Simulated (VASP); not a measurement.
VASP runs on PdIn (CsCl type) share one base input (PBE GGA, plane waves, VASP's PBE PAW potentials (set 64)) and change the settings named in each case.

### INCAR
```
SYSTEM = PdIn
PREC = Accurate
ENCUT = 400
EDIFF = 1E-6
NELM = 100
ALGO = Normal
LREAL = .FALSE.
LASPH = .TRUE.
ISMEAR = 1
SIGMA = 0.1
GGA = PE
LMAXMIX = 4
LWAVE = .FALSE.
LCHARG = .FALSE.
ISIF = 2
```

File POSCAR:
```
PdIn
1
    3.2500000000     0.0000000000     0.0000000000
    0.0000000000     3.2500000000     0.0000000000
    0.0000000000     0.0000000000     3.2500000000
In Pd
1 1
Direct
  0.5000000000   0.5000000000   0.5000000000
  0.0000000000   0.0000000000   0.0000000000
```

### KPOINTS
```
Regular mesh
0
Gamma
  10 10 10
0 0 0
```

POTCAR, in this order: In_d Pd (PBE.64 set). Program: vasp_std.

```json
[
 {"change": "base run", "E(σ→0) (eV/atom)": "-4.3543", "pressure (GPa)": "6.57", "−TS (eV)": "-0.0015"},
 {"change": "GGA = RE", "E(σ→0) (eV/atom)": "-3.9370", "pressure (GPa)": "9.13", "−TS (eV)": "-0.0016"},
 {"change": "IVDW = 11", "E(σ→0) (eV/atom)": "-4.7879", "pressure (GPa)": "2.14", "−TS (eV)": "-0.0015"},
 {"change": "GGA = PS", "E(σ→0) (eV/atom)": "-4.9992", "pressure (GPa)": "-0.19", "−TS (eV)": "-0.0015"},
 {"change": "IVDW = 13", "E(σ→0) (eV/atom)": "-4.8375", "pressure (GPa)": "2.21", "−TS (eV)": "-0.0015"},
 {"change": "GGA removed, LMIXTAU = .TRUE., METAGGA = R2SCAN", "E(σ→0) (eV/atom)": "-23.3159", "pressure (GPa)": "…", "−TS (eV)": "…"},
 {"change": "GGA = 91", "E(σ→0) (eV/atom)": "-4.3779", "pressure (GPa)": "7.07", "−TS (eV)": "-0.0015"}
]
```

Task: Fill in the missing entries.

Result: 
- GGA removed, LMIXTAU = .TRUE., METAGGA = R2SCAN, pressure (GPa): 2.82
- GGA removed, LMIXTAU = .TRUE., METAGGA = R2SCAN, −TS (eV): -0.0020

Energies of different potentials or functionals have different zeros. Unless said otherwise, spin-orbit coupling is left out, though it shifts the bands of the heavy elements here.

Left out are runs that ran out of time, are held back, or changed the cell or the kind of run, fixed moments of cells without a moment, rows past the twelfth, gaps on odd meshes, pressures of charged cells and columns that move by less than the noise.

The compound is PdIn in the CsCl type structure. The cell was not relaxed at this level. The electron count is odd and the run is not spin-polarised, which forces a metal.
